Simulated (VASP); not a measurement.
Input of a VASP 6.6.1 run:

Contents of INCAR:

```
SYSTEM = KTi2S2
ALGO     = Normal         ! electronic algorithm
EDIFF    = 1E-7           ! SCF threshold, eV
ENCUT    = 520            ! plane-wave cutoff, eV
GGA      = PE             ! functional
ISIF     = 2              ! what is computed and relaxed
ISMEAR   = -1             ! smearing method
LASPH    = .TRUE.         ! aspherical terms in the spheres
LCHARG   = .TRUE.         ! write CHGCAR
LELF     = .TRUE.         ! ELF
LREAL    = .FALSE.        ! projectors in reciprocal space
LVHAR    = .TRUE.       
LWAVE    = .FALSE.        ! write WAVECAR
NBANDS   = 30             ! bands
NELM     = 60             ! most SCF steps
PREC     = Accurate       ! precision mode
SIGMA    = 0.1            ! smearing width, eV
```

KPOINTS

```
k-points
0
G
  7 7 7
  0 0 0
```

File POSCAR:

```
KTi2S2
1.0
    0.0000000000      3.8230169127     -0.0000001450
    3.8230169127      0.0000000000     -0.0000001450
    1.9115082073      1.9115082073     -6.5659222989
S K Ti
2 1 2
Direct
    0.3654977921      0.3654977921      0.2690044159
    0.6345022079      0.6345022079      0.7309955841
    0.0000000000      0.0000000000      0.0000000000
    0.7500000000      0.2500000000      0.5000000000
    0.2500000000      0.7500000000      0.5000000000
```

Potentials or basis: VASP PAW PBE potentials, release 64 (S, K_sv, Ti_sv).

Command:

```bash
$ cat potpaw_PBE.64/S/POTCAR potpaw_PBE.64/K_sv/POTCAR potpaw_PBE.64/Ti_sv/POTCAR > POTCAR
$ mpirun -np 1 vasp_std > vasp.out
```

Task: What does it give for the pressure?

Result: 5.1 GPa.

Task: Predict the band gap on the k mesh.

Result: None (metal or under the smearing width).

Task: Estimate the largest force.

Result: 0.009 eV/Å.

Forces in eV/Å, atoms in the order of the input:
```
S    0.000  0.000  0.009
S    0.000  0.000 -0.009
K    0.000  0.000  0.000
Ti   0.000  0.000  0.000
Ti   0.000  0.000  0.000
```
